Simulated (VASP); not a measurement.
Method: r2SCAN meta-GGA, VASP's PBE PAW potentials (set 64) (plane waves; VASP).

A VASP calculation is set up with these files.

**KPOINTS**
```
Automatic mesh
0
gamma
16 16 16
```

File POSCAR:
```
Cu
1
    0.0000000000     1.7883426934     1.7883426934
    1.7883426934     0.0000000000     1.7883426934
    1.7883426934     1.7883426934     0.0000000000
Cu
1
Direct
  0.0000000000   0.0000000000   0.0000000000
```

### INCAR
```
# general
SYSTEM  = Cu
PREC    = Accurate
ENCUT   = 400
LREAL   = .FALSE.
LASPH   = .TRUE.

# electronic loop
EDIFF   = 1E-6
NELM    = 100
ALGO    = Normal
LMAXMIX = 4
LMIXTAU = .TRUE.

# smearing
ISMEAR  = 1
SIGMA   = 0.1

# functional
METAGGA = R2SCAN

# ions
IBRION  = 2
NSW     = 60
ISIF    = 3
EDIFFG  = -0.01

# output
LWAVE   = .FALSE.
LCHARG  = .FALSE.
```

POTCAR, in this order: Cu (PBE.64 set). Program: vasp_std.

The run wrote:

**OSZICAR**
```
       N       E                     dE             d eps       ncg     rms          rms(c)
DAV:   1     0.235096069056E+02    0.23510E+02   -0.50373E+03  2730   0.173E+03
DAV:   2    -0.129383411704E+02   -0.36448E+02   -0.34549E+02  2632   0.187E+02
DAV:   3    -0.133626204055E+02   -0.42428E+00   -0.42343E+00  3087   0.293E+01
DAV:   4    -0.133662027756E+02   -0.35824E-02   -0.35820E-02  3137   0.236E+00
DAV:   5    -0.133662547940E+02   -0.52018E-04   -0.52017E-04  3133   0.238E-01    0.782E+00
DAV:   6    -0.114144511366E+02    0.19518E+01   -0.27715E+01  2768   0.127E+02    0.566E+00
DAV:   7    -0.108363426073E+02    0.57811E+00   -0.57065E+00  2791   0.544E+01    0.534E-01
DAV:   8    -0.108314682393E+02    0.48744E-02   -0.11710E-01  2982   0.785E+00    0.909E-01
DAV:   9    -0.108247744553E+02    0.66938E-02   -0.13605E-01  3357   0.846E+00    0.537E-02
DAV:  10    -0.108256220086E+02   -0.84755E-03   -0.14469E-03  3103   0.511E-01    0.102E-01
DAV:  11    -0.108255912313E+02    0.30777E-04   -0.51825E-04  3579   0.435E-01    0.318E-02
DAV:  12    -0.108256123003E+02   -0.21069E-04   -0.33143E-04  2851   0.375E-01    0.247E-02
DAV:  13    -0.108256133205E+02   -0.10202E-05   -0.87472E-05  2790   0.187E-01    0.176E-03
DAV:  14    -0.108256145606E+02   -0.12401E-05   -0.33313E-07  1718   0.845E-03    0.186E-03
DAV:  15    -0.108256141336E+02    0.42698E-06   -0.89625E-07  1368   0.233E-02
   1 F= -.10825614E+02 E0= -.10825607E+02  d E =-.108256E+02
```

**OUTCAR**
```
------------------------ aborting loop because EDIFF is reached ----------------------------------------
  FORCE on cell =-STRESS in cart. coord.  units (eV):
  Direction    XX          YY          ZZ          XY          YZ          ZX
  --------------------------------------------------------------------------------------
  Total       -0.0035806     -0.0035806     -0.0035806      0.0000000     -0.0000000     -0.0000000
  in kB       -0.5015202     -0.5015202     -0.5015202      0.0000000     -0.0000000     -0.0000000
  external PRESSURE =      -0.5015202 kB  Pullay stress =       0.0000000 kB
  volume of cell :       11.44
      direct lattice vectors                 reciprocal lattice vectors
     0.000000000  1.788342693  1.788342693    -0.279588471  0.279588471  0.279588471
     1.788342693  0.000000000  1.788342693     0.279588471 -0.279588471  0.279588471
     1.788342693  1.788342693  0.000000000     0.279588471  0.279588471 -0.279588471
 POSITION                                       TOTAL-FORCE (eV/Angst)
 -----------------------------------------------------------------------------------
      0.00000      0.00000      0.00000         0.000000      0.000000      0.000000
 -----------------------------------------------------------------------------------
    total drift:                               -0.000000     -0.000000     -0.000000
  FREE ENERGIE OF THE ION-ELECTRON SYSTEM (eV)
  ---------------------------------------------------
  free  energy   TOTEN  =       -10.8256141336 eV

  energy  without entropy=      -10.8255931003  energy(sigma->0) =      -10.82560712

 reached required accuracy - stopping structural energy minimisation
```
(Selected blocks of OUTCAR.)

The compound is Cu in the fcc structure. It was relaxed first. The start is the result of an earlier pass.
